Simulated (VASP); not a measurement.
An input for Quantum ESPRESSO's pw.x (written as the equivalent of a VASP run, and not itself run):

```
&CONTROL
  calculation = 'vc-relax'
  pseudo_dir = './pseudo'
  outdir = './out'
  tprnfor = .true.
  tstress = .true.
  nstep = 60
  forc_conv_thr = 0.00078
/
&SYSTEM
  ibrav = 0
  nat = 3
  ntyp = 2
  ecutwfc = 86
  occupations = 'smearing'
  smearing = 'gaussian'
  degauss = 0.003675
  input_dft = 'rpbe'
/
&ELECTRONS
  conv_thr = 7.3e-08
  electron_maxstep = 100
/
&IONS
/
&CELL
/
ATOMIC_SPECIES
  Sn 118.710 Sn.upf
  Se 78.971 Se.upf
CELL_PARAMETERS angstrom
     1.9650907   -3.4036372    0.0000000
     1.9650907    3.4036372   -0.0000000
     0.0000000    0.0000000    7.8167924
ATOMIC_POSITIONS crystal
  Sn   1.0000000  0.0000000  0.0000000
  Se   0.3333330  0.6666670  0.2029492
  Se   0.6666670  0.3333330  0.7970508
K_POINTS automatic
  6 6 3 0 0 0
```

Write the VASP files for the same calculation (RPBE).

This is not unique; one that fits is 
### POSCAR
```
SnSe2
1.0
  1.9650907410  -3.4036372355   0.0000000000
  1.9650907410   3.4036372355   0.0000000000
  0.0000000000   0.0000000000   7.8167923948
Sn Se
1 2
Direct
  1.0000000000   0.0000000000   0.0000000000
  0.3333330000   0.6666670000   0.2029491577
  0.6666670000   0.3333330000   0.7970508423
```

**KPOINTS**
```
Automatic mesh
0
Gamma
6 6 3
0 0 0
```

INCAR:
```
SYSTEM  =  SnSe2
PREC  =  Accurate; ENCUT  =  520; LREAL  =  .False.
LASPH  =  .True.
EDIFF  =  1E-6; NELM  =  100; ALGO  =  Normal
LMAXMIX  =  4
ISMEAR  =  0; SIGMA  =  0.05
GGA  =  RP
IBRION  =  2; NSW  =  60; ISIF  =  3
EDIFFG  =  -0.02
LWAVE  =  .False.; LCHARG  =  .False.
```

POTCAR, in this order: Sn_d Se (PBE.64 set). Program: vasp_std.

The two are equivalent in intent, not identical: the potentials are each code's own (VASP's PAW set, PseudoDojo norm-conserving files in pw.x), so ENCUT and ecutwfc are chosen apart and not converted; conv_thr bounds pw.x's estimated SCF error, while EDIFF bounds the energy change between steps; forc_conv_thr acts on force components and is met together with etot_conv_thr.

The compound is SnSe2 in the 1T layered structure. This run relaxes it. Symmetry was kept, so distortions that lower it aren't found. The start is the result of an earlier pass.
